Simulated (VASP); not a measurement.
Energy against volume of NiSb (NiAs type). These are PBE GGA with D3 dispersion (Becke-Johnson damping), VASP's PBE PAW potentials (set 64) (plane waves; VASP 6.6.1) values and carry that method's errors. Numerical set-up: 520 eV cut-off, 9×9×6 Γ-centred mesh, first-order Methfessel-Paxton smearing of 0.10 eV, potentials Ni Sb.

Shape and ions are relaxed at each volume.

```json
[
 {"V (Å³/atom)": "16.447", "E (eV/atom)": "-5.60336"},
 {"V (Å³/atom)": "16.955", "E (eV/atom)": "-5.60901"},
 {"V (Å³/atom)": "17.464", "E (eV/atom)": "-5.60300"},
 {"V (Å³/atom)": "17.972", "E (eV/atom)": "-5.58727"}
]
```

**Question.** Fit these four points and predict the energy of the run at 15.938 Å³/atom.

**Answer.** A cubic in V^(−2/3), the third-order Birch-Murnaghan form, passes through the four points with V0 = 16.93 Å³/atom and B0 = 123 GPa, and gives -5.5837 eV/atom there. The run gave -5.5836 eV/atom, +0.1 meV/atom from the fit; all five points give B0 = 123 GPa.

The compound is NiSb in the NiAs type structure. It was relaxed first. The run is not spin-polarised, so no magnetic state was tried.
